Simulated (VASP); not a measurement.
All values below come from PBEsol GGA, VASP's PBE PAW potentials (set 64) (plane waves; VASP 6.6.1).

VASP ran on this input.

### KPOINTS
```
kpoints
0
gamma
  10 10 10
```

### POSCAR
```
PtAl
1.0
  0.0000000000   2.7671613691   2.7671613691
  2.7671613691   0.0000000000   2.7671613691
  2.7671613691   2.7671613691   0.0000000000
Pt Al
1 1
Cartesian
  5.5343227382   2.7671613691   2.7671613691
  1.3835806846   1.3835806846   1.3835806846
```

### INCAR
```
ALGO  =  Normal
EDIFF  =  1E-6
EDIFFG  =  -0.01
ENCUT  =  400
GGA  =  PS
IBRION  =  2
ISIF  =  3
ISMEAR  =  1
LASPH  =  .True.
LCHARG  =  .False.
LMAXMIX  =  6
LREAL  =  .False.
LWAVE  =  .False.
NELM  =  100
NSW  =  60
PREC  =  Accurate
SIGMA  =  0.1
SYSTEM  =  PtAl
```

POTCAR, in this order: Pt Al (PBE.64 set). Program: vasp_std.

What VASP printed:

File OUTCAR:
```
 ion  position               nearest neighbor table
   1  0.000  0.000  0.000-   2 2.40   2 2.40   2 2.40   2 2.40
   2  0.250  0.250  0.250-   1 2.40   1 2.40   1 2.40   1 2.40
  LATTYP: Found a face centered cubic cell.
 ALAT       =     5.5343227382
 Subroutine PRICEL returns:
 Original cell was already a primitive cell.
 Subroutine GETGRP returns: Found 24 space group operations
The static configuration has the point symmetry T_d .
The dynamic configuration has the point symmetry T_d .
 Subroutine INISYM returns: Found 24 space group operations
 Subroutine IBZKPT returns following result:
 Found     47 irreducible k-points:

 Following reciprocal coordinates:
            Coordinates               Weight
  0.000000  0.000000  0.000000      1.000000
  0.100000  0.000000  0.000000      8.000000
  0.200000  0.000000  0.000000      8.000000
  0.300000  0.000000  0.000000      8.000000
  0.400000  0.000000  0.000000      8.000000
  0.500000  0.000000  0.000000      4.000000
  0.100000  0.100000  0.000000      6.000000
  0.200000  0.100000  0.000000     24.000000
  0.300000  0.100000  0.000000     24.000000
  0.400000  0.100000  0.000000     24.000000
  0.500000  0.100000  0.000000     24.000000
 -0.400000  0.100000  0.000000     24.000000
 -0.300000  0.100000  0.000000     24.000000
 -0.200000  0.100000  0.000000     24.000000
 -0.100000  0.100000  0.000000     12.000000
  0.200000  0.200000  0.000000      6.000000
  0.300000  0.200000  0.000000     24.000000
  0.400000  0.200000  0.000000     24.000000
  0.500000  0.200000  0.000000     24.000000
 -0.400000  0.200000  0.000000     24.000000
 -0.300000  0.200000  0.000000     24.000000
 -0.200000  0.200000  0.000000     12.000000
  0.300000  0.300000  0.000000      6.000000
  0.400000  0.300000  0.000000     24.000000
  0.500000  0.300000  0.000000     24.000000
 -0.400000  0.300000  0.000000     24.000000
 -0.300000  0.300000  0.000000     12.000000
  0.400000  0.400000  0.000000      6.000000
  0.500000  0.400000  0.000000     24.000000
 -0.400000  0.400000  0.000000     12.000000
  0.500000  0.500000  0.000000      3.000000
  0.300000  0.200000  0.100000     24.000000
  0.400000  0.200000  0.100000     48.000000
  0.500000  0.200000  0.100000     48.000000
 -0.400000  0.200000  0.100000     24.000000
  0.400000  0.300000  0.100000     24.000000
  0.500000  0.300000  0.100000     48.000000
 -0.400000  0.300000  0.100000     48.000000
 -0.300000  0.300000  0.100000     48.000000
 -0.200000  0.300000  0.100000     24.000000
   k-points           NKPTS =     47   k-points in BZ     NKDIM =     47   number of bands    NBANDS=     10
   number of dos      NEDOS =    301   number of ions     NIONS =      2
   total plane-waves  NPLWV =  21952
   dimension x,y,z NGX =    28 NGY =   28 NGZ =   28
   dimension x,y,z NGXF=    56 NGYF=   56 NGZF=   56
   ions per type =               1   1
   PREC   = accura    normal or accurate (medium, high low for compatibility)
   ISTART =      0    job   : 0-new  1-cont  2-samecut
   ICHARG =      2    charge: 1-file 2-atom 10-const
   ISPIN  =      1    spin polarized calculation?
   LNONCOLLINEAR =      F non collinear calculations
   LSORBIT =      F    spin-orbit coupling
   INIWAV =      1    electr: 0-lowe 1-rand  2-diag
   ENCUT  =  400.0 eV  29.40 Ry    5.42 a.u.   6.38  6.38  6.38*2*pi/ulx,y,z
   NELM   =    100;   NELMIN=  2; NELMDL= -5     # of ELM steps
   EDIFF  = 0.1E-05   stopping-criterion for ELM
   LREAL  =      F    real-space projection
   NLSPLINE    = F    spline interpolate recip. space projectors
   LMAXMIX     =    6 max onsite mixed and CHGCAR
...
```

### OSZICAR
```
       N       E                     dE             d eps       ncg     rms          rms(c)
DAV:   1     0.352373565686E+02    0.35237E+02   -0.47701E+03  1028   0.834E+02
DAV:   2    -0.104498688228E+02   -0.45687E+02   -0.41947E+02  1116   0.162E+02
DAV:   3    -0.117398604470E+02   -0.12900E+01   -0.12712E+01  1090   0.270E+01
DAV:   4    -0.117514393611E+02   -0.11579E-01   -0.11577E-01  1074   0.299E+00
DAV:   5    -0.117516042781E+02   -0.16492E-03   -0.16492E-03  1094   0.390E-01    0.556E+00
DAV:   6    -0.115096897570E+02    0.24191E+00   -0.18265E+00  1002   0.110E+01    0.161E+00
DAV:   7    -0.114761674672E+02    0.33522E-01   -0.10240E-01   964   0.284E+00    0.114E+00
DAV:   8    -0.114630422873E+02    0.13125E-01   -0.11176E-02  1060   0.105E+00    0.147E-01
DAV:   9    -0.114630223513E+02    0.19936E-04   -0.62006E-04  1036   0.219E-01    0.975E-02
DAV:  10    -0.114630288157E+02   -0.64644E-05   -0.66076E-05  1006   0.553E-02    0.759E-03
DAV:  11    -0.114630286235E+02    0.19220E-06   -0.15767E-06   906   0.983E-03
   1 F= -.11463029E+02 E0= -.11462926E+02  d E =-.114630E+02
```

File OUTCAR:
```
------------------------ aborting loop because EDIFF is reached ----------------------------------------
  FORCE on cell =-STRESS in cart. coord.  units (eV):
  Direction    XX          YY          ZZ          XY          YZ          ZX
  --------------------------------------------------------------------------------------
  Total       -0.0048243     -0.0048243     -0.0048243      0.0000000     -0.0000000      0.0000000
  in kB       -0.1823942     -0.1823942     -0.1823942      0.0000000     -0.0000000      0.0000000
  external PRESSURE =      -0.1823942 kB  Pullay stress =       0.0000000 kB
  volume of cell :       42.38
      direct lattice vectors                 reciprocal lattice vectors
     0.000000000  2.767161369  2.767161369    -0.180690583  0.180690583  0.180690583
     2.767161369  0.000000000  2.767161369     0.180690583 -0.180690583  0.180690583
     2.767161369  2.767161369  0.000000000     0.180690583  0.180690583 -0.180690583
 POSITION                                       TOTAL-FORCE (eV/Angst)
 -----------------------------------------------------------------------------------
      0.00000      0.00000      0.00000         0.000000     -0.000000     -0.000000
      1.38358      1.38358      1.38358        -0.000000      0.000000      0.000000
 -----------------------------------------------------------------------------------
    total drift:                               -0.000000     -0.000000     -0.000000
  FREE ENERGIE OF THE ION-ELECTRON SYSTEM (eV)
  ---------------------------------------------------
  free  energy   TOTEN  =       -11.4630286235 eV

  energy  without entropy=      -11.4627194831  energy(sigma->0) =      -11.46292558

 reached required accuracy - stopping structural energy minimisation
```
(Selected blocks of OUTCAR.)

The structure was generated: PtAl was put into the zinc blende type (F-43m), which need not be its known phase. It was relaxed first, which changed the volume by -19 %. The start is the result of an earlier pass. The electron count is odd and the run is not spin-polarised, which forces a metal.
